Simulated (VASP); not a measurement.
NaLaMnMoO6:

```xyz
10
Lattice="4.9778 -2.8815 0.0205 4.9778 2.8815 0.0205 -3.0609 0.0000 4.5979" Properties=species:S:1:pos:R:3 pbc="T T T"
Na    8.3737    0.0000    2.3395
La    5.0845    0.0000    3.6552
Mn    1.8841    0.0000    0.9212
Mo    1.9122    0.0000    4.6056
O     1.1411    0.0000    2.8354
O     3.0790    1.4392    4.0538
O     3.6709    1.2699    0.7230
O     3.6709   -1.2699    0.7230
O     3.0790   -1.4392    4.0538
O     6.0252    0.0000    1.6038
```

The cell was built by a generator and needn't be a form met in nature.

```yaml
Program: VASP 6.6.1
Task: single point
Functional: PBE
Potentials_or_basis: VASP PAW PBE potentials, release 64 (Na_pv, La, Mn_pv, Mo_sv, O)
Cutoff: 520 eV
k_mesh: 6 × 6 × 6
Occupations: fermi-dirac, width 0.05 eV
Spin: collinear spin, ferromagnetic start
Starting_moments: "[0.0, 0.0, 4.0, 1.0, 0.0, 0.0, 0.0, 0.0, 0.0, 0.0] μB"
```

On this cell: pressure 0.2 GPa; largest force 0.061 eV/Å; net moment 5.00 μB per cell; site moments Na +0.00; La +0.01; Mn +4.35; Mo +0.16; O +0.02, +0.04 μB; band gap on the k mesh 0.92 eV, indirect (least direct gap 1.00 eV).

The same run follows on a disturbed copy (atoms moved at random, drawn with an rms of 0.05 Å):

```
Na La Mn Mo O
1.0
     4.97775   -2.88146    0.02055
     4.97775    2.88146    0.02055
    -3.06086    0.00000    4.59785
Na La Mn Mo O
1 1 1 1 6
Cartesian
  8.3847 0.0314 2.3061
  5.0470 -0.0160 3.6751
  1.8543 0.0056 0.9030
  1.9273 -0.0032 4.6344
  1.1490 -0.0059 2.8244
  3.0607 1.4351 4.0745
  3.6516 1.2572 0.7313
  3.6383 -1.2619 0.6857
  3.0902 -1.4311 4.0695
  6.0674 0.0166 1.6039
```

What does the disturbed cell give?

The energy moves by +5.8 meV/atom; pressure 0.3 GPa; largest force 0.656 eV/Å; net moment 5.00 μB per cell; site moments Na +0.00; La +0.01; Mn +4.33; Mo +0.17; O +0.02, +0.04 μB; band gap on the k mesh 0.86 eV, indirect (least direct gap 0.94 eV).

Forces on the atoms (eV/Å):
```
Na  -0.027 -0.135  0.250
La   0.413  0.068 -0.286
Mn   0.104 -0.026  0.223
Mo  -0.553  0.154 -0.316
O    0.080  0.060  0.273
O    0.075  0.287 -0.303
O    0.145  0.091  0.023
O    0.193 -0.125  0.186
O   -0.008 -0.223 -0.173
O   -0.422 -0.152  0.122
```

Stress tensor (GPa, compression positive):
```
 0.46  0.27 -0.48
 0.27  0.92 -0.15
-0.48 -0.15 -0.51
```

Caveats: spin-orbit coupling is left out, which moves the levels of the heavy elements; a cell with one magnetic atom can't hold antiferromagnetic order, which such compounds often take.

A k mesh can miss the band edges.
